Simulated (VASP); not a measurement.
Given:

```
K2S
1.0
    0.00000     3.79565     3.79565
    3.79565     0.00000     3.79565
    3.79565     3.79565     0.00000
K S
2 1
Direct
  0.25000   0.25000   0.25000
  0.75000   0.75000   0.75000
  0.00000   0.00000   0.00000
```

The numbers are results of revPBE GGA, VASP's PBE PAW potentials (set 64) (plane waves; VASP), not measurements. Run with 520 eV cut-off, Gaussian smearing of 0.050 eV, potentials K_sv S.

Question: Give the energies of bands 10 to 15 at the high-symmetry points, in eV from the valence-band maximum.

Answer: 
| band | Γ | X | U | L | W |
|---|---|---|---|---|---|
| 10 | -0.13 | -0.64 | -0.47 | -0.54 | -0.33 |
| 11 | -0.13 | 0.00 | -0.18 | -0.04 | -0.33 |
| 12 | -0.13 | 0.00 | -0.01 | -0.04 | -0.01 |
| 13 | 2.42 | 3.69 | 3.90 | 4.78 | 3.90 |
| 14 | 5.54 | 5.28 | 5.41 | 4.86 | 5.70 |
| 15 | 5.54 | 6.37 | 6.15 | 5.83 | 5.70 |

The gap is indirect, 2.42 eV, from the valence maximum at X to the conduction minimum at Γ.

The compound is K2S in the antifluorite structure. It was relaxed first, which changed the volume by +8 %.
